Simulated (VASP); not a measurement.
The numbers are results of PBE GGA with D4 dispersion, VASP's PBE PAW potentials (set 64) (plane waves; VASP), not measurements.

VASP ran on this input.

### INCAR
```
SYSTEM  =  Er
PREC  =  Accurate; ENCUT  =  520; LREAL  =  F
LASPH  =  T
EDIFF  =  1E-7; NELM  =  100; ALGO  =  Normal
LMAXMIX  =  6
ISMEAR  =  1; SIGMA  =  0.1
GGA  =  PE; IVDW  =  13
IBRION  =  2; NSW  =  30; ISIF  =  4
EDIFFG  =  -0.01
LWAVE  =  F; LCHARG  =  F
```

KPOINTS:
```
K-points
0
gamma
  12 12 7
```

POSCAR:
```
Er
1
    1.8145268169    -3.1428521928     0.0000000000
    1.8145268169     3.1428521928     0.0000000000
    0.0000000000     0.0000000000     5.5968329950
Er
2
Direct
  0.3333330000   0.6666670000   0.2500000000
  0.6666670000   0.3333330000   0.7500000000
```

POTCAR, in this order: Er_3 (PBE.64 set). Program: vasp_std.

The resulting files:

File OSZICAR:
```
       N       E                     dE             d eps       ncg     rms          rms(c)
DAV:   1     0.458147935493E+02    0.45815E+02   -0.87389E+03  3311   0.137E+03
DAV:   2    -0.644344844794E+01   -0.52258E+02   -0.51045E+02  3342   0.531E+02
DAV:   3    -0.888400172793E+01   -0.24406E+01   -0.23002E+01  3574   0.555E+01
DAV:   4    -0.898111026951E+01   -0.97109E-01   -0.94159E-01  3550   0.107E+01
DAV:   5    -0.898523764360E+01   -0.41274E-02   -0.41211E-02  3551   0.191E+00    0.241E+01
DAV:   6    -0.897535143076E+01    0.98862E-02   -0.33887E-02  3318   0.342E+00    0.143E+01
DAV:   7    -0.898226534969E+01   -0.69139E-02   -0.60733E-02  3254   0.453E+00    0.360E-01
DAV:   8    -0.898203194083E+01    0.23341E-03   -0.40492E-03  3210   0.962E-01    0.867E-02
DAV:   9    -0.898204421197E+01   -0.12271E-04   -0.21710E-04  3444   0.204E-01    0.335E-02
DAV:  10    -0.898203749121E+01    0.67208E-05   -0.30138E-05  3358   0.691E-02    0.451E-02
DAV:  11    -0.898203846663E+01   -0.97542E-06   -0.26447E-06  3292   0.202E-02    0.401E-03
DAV:  12    -0.898203874710E+01   -0.28047E-06   -0.17735E-07  2067   0.694E-03    0.183E-03
DAV:  13    -0.898203870793E+01    0.39173E-07   -0.38783E-08  1813   0.893E-03
   1 F= -.93362578E+01 E0= -.93354719E+01  d E =-.933626E+01
       N       E                     dE             d eps       ncg     rms          rms(c)
DAV:   1    -0.898303442527E+01   -0.99568E-03   -0.35237E-02  3051   0.232E+00    0.135E-01
DAV:   2    -0.898259192671E+01    0.44250E-03   -0.89339E-04  3301   0.439E-01    0.748E-02
DAV:   3    -0.898237287641E+01    0.21905E-03   -0.23839E-04  3771   0.178E-01    0.417E-02
DAV:   4    -0.898237094963E+01    0.19268E-05   -0.37576E-05  3342   0.528E-02    0.170E-02
DAV:   5    -0.898237060684E+01    0.34279E-06   -0.12141E-06  3136   0.160E-02    0.296E-03
DAV:   6    -0.898237049575E+01    0.11109E-06   -0.11993E-07  2085   0.505E-03    0.734E-04
DAV:   7    -0.898237047594E+01    0.19802E-07   -0.20695E-08  1573   0.549E-03
   2 F= -.93365781E+01 E0= -.93358471E+01  d E =-.320308E-03
       N       E                     dE             d eps       ncg     rms          rms(c)
DAV:   1    -0.898278544544E+01   -0.41495E-03   -0.18304E-02  3031   0.167E+00    0.975E-02
DAV:   2    -0.898255532630E+01    0.23012E-03   -0.46583E-04  3314   0.316E-01    0.540E-02
DAV:   3    -0.898244064994E+01    0.11468E-03   -0.12508E-04  3784   0.129E-01    0.300E-02
DAV:   4    -0.898243966467E+01    0.98527E-06   -0.19632E-05  3315   0.376E-02    0.122E-02
DAV:   5    -0.898243943530E+01    0.22937E-06   -0.59859E-07  2834   0.113E-02    0.220E-03
DAV:   6    -0.898243935778E+01    0.77523E-07   -0.74364E-08  1768   0.457E-03
   3 F= -.93366405E+01 E0= -.93359505E+01  d E =-.382644E-03
```

OUTCAR:
```
------------------------ aborting loop because EDIFF is reached ----------------------------------------
  Edisp (eV):   -0.35420
  FORCE on cell =-STRESS in cart. coord.  units (eV):
  Direction    XX          YY          ZZ          XY          YZ          ZX
  --------------------------------------------------------------------------------------
  Total      -0.87824    -0.87824    -0.88275     0.00000     0.00000     0.00000
  in kB     -22.04256   -22.04255   -22.15591     0.00000     0.00000     0.00000
  external pressure =      -22.08 kB  Pullay stress =        0.00 kB
  volume of cell :       63.84
      direct lattice vectors                 reciprocal lattice vectors
     1.810298599 -3.135528740  0.000000000     0.276197529 -0.159462739  0.000000000
     1.810298599  3.135528740 -0.000000000     0.276197529  0.159462739  0.000000000
     0.000000000  0.000000000  5.623007914     0.000000000  0.000000000  0.177840760
 POSITION                                       TOTAL-FORCE (eV/Angst)
 -----------------------------------------------------------------------------------
      1.81030      1.04518      1.40575        -0.000000     -0.000000      0.000000
      1.81030     -1.04518      4.21726         0.000000      0.000000      0.000000
 -----------------------------------------------------------------------------------
    total drift:                               -0.000003      0.000091     -0.000012
  FREE ENERGIE OF THE ION-ELECTRON SYSTEM (eV)
  ---------------------------------------------------
  free  energy   TOTEN  =        -9.3366404755 eV

  energy  without entropy=       -9.3345705893  energy(sigma->0) =       -9.33595051

 reached required accuracy - stopping structural energy minimisation
```
(Selected blocks of OUTCAR.)

File CONTCAR:
```
Er
   1.00000000000000
     1.8102985989842439   -3.1355287400677758    0.0000000000000000
     1.8102985989842439    3.1355287400677758   -0.0000000000000000
     0.0000000000000000    0.0000000000000000    5.6230079140821605
  Er
     2
Direct
     0.3333330000000032    0.6666669999999968    0.2500000000000000
     0.6666669999999968    0.3333330000000032    0.7500000000000000
```

The 4f electrons are frozen in the core of the lanthanide potential, so 4f levels, which can set the real gap, and their magnetism are missing.

The compound is Er in the hcp structure. This cell is one point of a volume scan, at 1.06 of the reference volume. Symmetry was kept, so distortions that lower it aren't found.
